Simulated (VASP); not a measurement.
The system is Sb.

```xyz
2
Lattice="2.1506 1.2416 3.7440 -2.1506 1.2416 3.7440 0.0000 -2.4833 3.7440" Properties=species:S:1:pos:R:3 pbc="T T T"
Sb    0.0000    0.0000    2.6242
Sb    0.0000    0.0000    8.6078
```

- Program: VASP 6.6.1
- Task: relaxation of cell and atoms
- Functional: LDA
- Potentials or basis: VASP PAW LDA potentials, release 64 (Sb)
- Cutoff: 600 eV
- k mesh: 12 × 12 × 12
- Occupations: gaussian, width 0.1 eV
- Spin: no spin polarisation

At the start: pressure -0.6 GPa; volume 29.99 Å³/atom.

Q: Where does the relaxation end?

A: Over 10 steps the energy falls by 4.5 meV/atom and the volume is 29.23 Å³/atom (-2.5 %); space group R-3m (No. 166, to 0.05 Å).

The path:
| step | energy change (eV) | largest force (eV/Å) | pressure (GPa) | volume (Å³) |
| --- | --- | --- | --- | --- |
| 1 | 0.0000 | 0.1395 | -0.56 | 59.99 |
| 2 | -0.0038 | 0.1562 | 0.13 | 59.08 |
| 3 | -0.0043 | 0.1652 | 0.53 | 58.61 |
| 4 | -0.0068 | 0.1033 | 0.36 | 58.53 |
| 5 | -0.0088 | 0.0056 | 0.09 | 58.39 |
| 6 | -0.0088 | 0.0142 | 0.06 | 58.38 |
| 7 | -0.0089 | 0.0105 | 0.00 | 58.45 |
| 8 | -0.0089 | 0.0061 | -0.07 | 58.54 |
| 9 | -0.0089 | 0.0069 | -0.06 | 58.52 |
| 10 | -0.0089 | 0.0041 | 0.00 | 58.47 |

Final structure:
```
Sb
1.0
     2.15050    1.24159    3.64973
    -2.15050    1.24159    3.64973
     0.00000   -2.48319    3.64973
Sb
2
Cartesian
  0.0000 0.0000 2.5889
  0.0000 0.0000 8.3603
```
